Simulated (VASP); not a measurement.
A run of VASP 6.6.1 is set up as follows.

INCAR

```
PREC     = Accurate       # precision mode
ENCUT    = 520            # plane-wave cutoff, eV
EDIFF    = 1E-7           # SCF threshold, eV
ISMEAR   = 0              # smearing method
SIGMA    = 0.1            # smearing width, eV
LREAL    = F              # projectors in reciprocal space
LASPH    = T              # aspherical terms in the spheres
NELM     = 100            # most SCF steps
ALGO     = Normal         # electronic algorithm
ISIF     = 3              # what is computed and relaxed
LWAVE    = F              # write WAVECAR
LCHARG   = F              # write CHGCAR
ISPIN    = 2              # spin polarisation
MAGMOM   = 0.8            # initial moments
LORBIT   = 11             # projections on sites
LMAXMIX  = 4              # l up to which the mixer works
GGA      = PE             # functional
IBRION   = 2              # ionic algorithm
NSW      = 80             # ionic steps
EDIFFG   = -0.002         # ionic threshold
```

File KPOINTS:

```
Automatic mesh
0
Gamma
  20 20 20
```

Contents of POSCAR:

```
Ni
1.0
    0.0000000000      1.7619350000      1.7619350000
    1.7619350000      0.0000000000      1.7619350000
    1.7619350000      1.7619350000      0.0000000000
Ni
1
Direct
    0.0000000000      0.0000000000      0.0000000000
```

Potentials or basis: VASP PAW PBE potentials, release 64 (Ni).

Launch:

```bash
$ cat potpaw_PBE.64/Ni/POTCAR > POTCAR
$ mpirun -np 1 vasp_std > vasp.out
```

Problem. Estimate the net moment.

Solution. 0.63 μB per cell.

Problem. Predict the site moments.

Solution. Ni +0.64 μB.

Problem. What does it give for the relaxed cell?

Solution. a = 2.488 Å, b = 2.488 Å, c = 2.488 Å, α = 60.00°, β = 60.00°, γ = 60.00°.

Problem. Estimate the relaxed volume.

Solution. 10.89 Å³/atom.

The path:
```
step  energy change (eV)  largest force (eV/Å)  pressure (GPa)  volume (Å³)
   1              0.0000                0.0000           -0.96        10.94
   2              0.0000                0.0000            0.93        10.84
   3             -0.0002                0.0000            0.01        10.89
```
